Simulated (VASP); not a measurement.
Consider the following.

```yaml
crystal:
  lattice:
    - [2.82151, 0.00000, 0.00000]
    - [0.00000, 2.82151, 0.00000]
    - [0.00000, 0.00000, 2.82151]
  atoms:
    - { symbol: Al, position: [0.50000, 0.50000, 0.50000] }
    - { symbol: Co, position: [0.00000, 0.00000, 0.00000] }
```

The numbers are results of PBE GGA with D3 dispersion (zero damping), VASP's PBE PAW potentials (set 64) (plane waves; VASP 6.6.1), not measurements. Settings: 520 eV cut-off, Gaussian smearing of 0.050 eV, potentials Al Co.

### Question
Give the energies of bands 1 to 9 at the high-symmetry points, in eV from the Fermi level.

### Answer

| band | Γ | X | M | R |
|---|---|---|---|---|
| 1 | -11.31 | -6.93 | -5.42 | -4.12 |
| 2 | -3.14 | -6.81 | -3.21 | -4.12 |
| 3 | -3.14 | -2.52 | -2.78 | -4.12 |
| 4 | -0.92 | -1.83 | -2.78 | -0.25 |
| 5 | -0.92 | -1.83 | -1.61 | -0.25 |
| 6 | -0.92 | -0.80 | -1.61 | 2.35 |
| 7 | 6.09 | 0.15 | -0.29 | 2.35 |
| 8 | 6.09 | 8.40 | 2.48 | 2.35 |
| 9 | 6.09 | 10.75 | 3.59 | 4.36 |

It has no gap at this level: it comes out as a metal or semimetal.

The compound is CoAl in the CsCl type structure. It was relaxed first. The run is not spin-polarised, so no magnetic state was tried.
